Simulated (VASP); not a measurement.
Runs of VASP 6.6.1 on ZnCl3. It takes space group P6_3/m (No. 176, hexagonal). The conventional cell has a = 9.806 Å, b = 9.806 Å, c = 2.910 Å, α = 90.00°, β = 90.00°, γ = 120.00°. Zn (site symmetry -6) has 6 Cl at 2.46 Å as nearest neighbours. Cl (site symmetry m) is surrounded by 2 Zn at 2.46 Å. The cell comes from a database or a generator and needn't be the stable form of this composition.

```csv
task,level,potentials or basis,cell,cutoff (eV),smearing,optimiser,gap on the mesh (eV),pressure (GPa),largest force (eV/Å)
relaxation of the atoms,vdW-DF2,"VASP PAW PBE potentials, release 64 (Zn, Cl)",atoms relaxed from: volume scaled by 1.25,520,tetrahedron,LBFGS,none,-1.0,0.01
single point,rev-vdW-DF2,"VASP PAW PBE potentials, release 54 (Zn, Cl)",as given,520,tetrahedron,-,none,-0.4,0.09
single point,PBE,"VASP PAW PBE potentials, release 64 (Zn, Cl)",as given,500,gaussian 0.1 eV,-,none,(b),0.02
single point,PBEsol+D3,"VASP PAW PBE potentials, release 64 (Zn, Cl)",as given,520,gaussian 0.1 eV,-,none,(a),0.27
```

Alike in all rows: no spin polarisation; k mesh 3 × 3 × 9.

Task: Estimate the missing entries.

Result: (a) -1.6; (b) 0.6.

Caveats: the PAW data sets were made with another functional, which shifts forces and pressure a little (some runs); tetrahedron occupations give inexact forces and stress in metals (some runs); pairwise dispersion overbinds metals, which lowers pressure and volume (some runs).

A gap of «none» marks a metal or a gap under the smearing width.
